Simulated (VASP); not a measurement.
Consider the following.

```yaml
crystal:
  lattice:
    - [0.00000, 2.38921, 2.38921]
    - [2.38921, 0.00000, 2.38921]
    - [2.38921, 2.38921, 0.00000]
  atoms:
    - { symbol: B, position: [0.00000, 0.00000, 0.00000] }
    - { symbol: As, position: [0.25000, 0.25000, 0.25000] }
```

Calculation: SCAN meta-GGA, VASP's PBE PAW potentials (set 64) (plane waves; VASP). Settings: 520 eV cut-off, 11×11×11 Γ-centred mesh, tetrahedra with Blöchl corrections, potentials B As.

Question: Tabulate the total density of states (states/eV per cell) against energy (eV; zero at the valence-band maximum or, without a gap, the Fermi level).

Answer: 
```
E (eV) | DOS (states/eV)
    -9.95 |  0.00
    -9.71 |  0.00
    -9.47 |  0.00
    -9.23 |  0.00
    -8.99 | # 0.05
    -8.75 | ##### 0.34
    -8.39 | ############################## 1.85
    -8.15 | ############### 0.95
    -7.91 | ########### 0.66
    -7.67 | ######### 0.53
    -7.43 | ####### 0.41
    -7.19 | ###### 0.37
    -6.95 | ##### 0.33
    -6.71 | ##### 0.28
    -6.47 | #### 0.24
    -6.23 | #### 0.22
    -5.99 | ######## 0.49
    -5.75 | ############### 0.92
    -5.39 | ############# 0.78
    -5.15 | ############ 0.74
    -4.91 | ############# 0.80
    -4.67 | ############## 0.86
    -4.43 | ################ 1.00
    -4.19 | ################## 1.13
    -3.95 | ################### 1.15
    -3.71 | ################## 1.09
    -3.47 | ################# 1.04
    -3.23 | ################# 1.04
    -2.99 | ################ 1.01
    -2.75 | ################ 0.97
    -2.39 | ################ 0.96
    -2.15 | ############### 0.91
    -1.91 | ############ 0.77
    -1.67 | ######### 0.53
    -1.43 | ####### 0.42
    -1.19 | ###### 0.35
    -0.95 | #### 0.27
    -0.71 | ### 0.20
    -0.47 | ## 0.13
    -0.23 | # 0.05
     0.01 |  0.00
     0.25 |  0.00
     0.61 |  0.00
     0.85 |  0.00
     1.09 |  0.00
     1.33 |  0.00
     1.57 | # 0.05
     1.81 | ### 0.17
     2.05 | #### 0.27
     2.29 | ###### 0.37
     2.53 | ######## 0.49
     2.77 | ######### 0.57
     3.01 | ########### 0.65
     3.25 | ############## 0.87
     3.61 | ########################### 1.68
     3.85 | ########################### 1.66
     4.09 | ################# 1.06
     4.33 | ############ 0.72
     4.57 | ######### 0.56
     4.81 | ############ 0.72
```
Within 2 eV below the valence-band maximum the largest weight inside VASP's projection spheres is As p, then B p.

The structure comes from a measured BAs entry (F-43m) of the Crystallography Open Database, whose conditions weren't checked. It was relaxed first.
